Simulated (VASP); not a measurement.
RuF2, 3 atoms in the cell. It takes space group R-3m (No. 166, trigonal). The conventional cell has a = 2.953 Å, b = 2.953 Å, c = 13.393 Å, α = 90.00°, β = 90.00°, γ = 120.00°. Ru (site symmetry -3m) is surrounded by 6 F at 2.02 Å. Around F (site symmetry 3m) lie 3 Ru at 2.02 Å. The cell was built by a generator and needn't be a form met in nature.

```yaml
Program: VASP 6.6.1
Task: single point
Functional: r2SCAN
Potentials_or_basis: VASP PAW PBE potentials, release 64 (Ru_pv, F)
Cutoff: 520 eV
k_mesh: 7 × 7 × 7
Occupations: gaussian, width 0.05 eV
Spin: collinear spin, ferromagnetic start
Starting_moments: "[1.0, 0.0, 0.0] μB"
Hubbard_terms: Ru d U = 5 eV
Further_INCAR_settings: ALGO = Normal; EDIFF = 1e-07
```

Potentials or basis: VASP PAW PBE potentials, release 64 (Ru_pv, F).

The run is started by

```console
$ cat potpaw_PBE.64/Ru_pv/POTCAR potpaw_PBE.64/F/POTCAR > POTCAR
$ mpirun -np 1 vasp_std > vasp.out
```

Hardware: 1 thread of AMD EPYC 9R45 96-Core Processor (Zen 5), on a shared host.

Task: How long does it take, and how much memory?

Result: Wall time 7.2 min on 1 thread of AMD EPYC 9R45 96-Core Processor (Zen 5), with other jobs on the host, peak memory 0.26 GiB. Counts: scf iterations 21, k points 44.
